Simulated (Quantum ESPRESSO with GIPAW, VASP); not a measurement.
# Do plane-wave codes agree on the shieldings of SrCl2?

The same structure and functional (PBE) go through two programs with their own PAW files. All values are calculated, scalar-relativistic and without spin-orbit coupling, include the cores, and leave out the macroscopic shape term.

Space group Fm-3m (No. 225); atoms are numbered in the order of the file.

```xyz
3
Lattice="0.0000 3.4884 3.4884 3.4884 0.0000 3.4884 3.4884 3.4884 0.0000" Properties=species:S:1:pos:R:3 pbc="T T T"
Sr    0.0000    0.0000    0.0000
Cl    5.2325    5.2325    5.2325
Cl    1.7442    1.7442    1.7442
```

- VASP 6.6.1: LCHIMAG, datasets Sr_sv and Cl (PBE 64), 370 eV, mesh 6×6×6
- gipaw.x (a patched development version of Quantum ESPRESSO): pslibrary recipes Sr spn and Cl n, 55 Ry, mesh 5×5×5

Q: What shieldings come out, and where do the programs part?

```tsv
site	like atoms	σ VASP (ppm)	σ gipaw.x (ppm)
Sr1	1	2934.7	2929.8
Cl2	2	742.0	737.5
```

VASP and gipaw.x, which both use linear response, differ by +4.9 ppm on Sr1 and by +4.5 ppm on Cl2, the extremes here. VASP's shape term for a sphere would add 10.9 ppm to every site.

[Logs are printed without paths, hosts, clocks, repeated set-up lines and the standing remarks that a program may print on its own settings, such as how far it seeks lower states.]

[Hosts, paths, dates, database ids (printed as entryN), source tags and the programs' standing remarks are cut or masked in the printed files.]
